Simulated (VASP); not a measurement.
Computed with PBE GGA with D3 dispersion (Becke-Johnson damping), VASP's PBE PAW potentials (set 64) (plane waves; VASP). For the first row: Numerical set-up: 520 eV cut-off, 11×11×11 Γ-centred mesh, first-order Methfessel-Paxton smearing of 0.10 eV, potentials Hg S.

| system | energy (eV/atom) |
|---|---|
| HgS (zinc blende) | -2.5787 |
| Hg atom | -0.0110 |
| S atom | -1.0736 |

Atoms are spin-polarised in a large box without symmetry, with the spin fixed by Hund's rule, and may not be in the lowest state of each functional; no zero-point energy is added.  Spin-orbit coupling is left out, which shifts such energies by up to tenths of an eV for the heavy elements here.

Question: What is the cohesive energy per atom of HgS?

Answer: The references average (1×(-0.0110) + 1×(-1.0736))/2 = -0.5423 eV, so the cohesive energy is -0.5423 − (-2.5787) = 2.036 eV/atom.
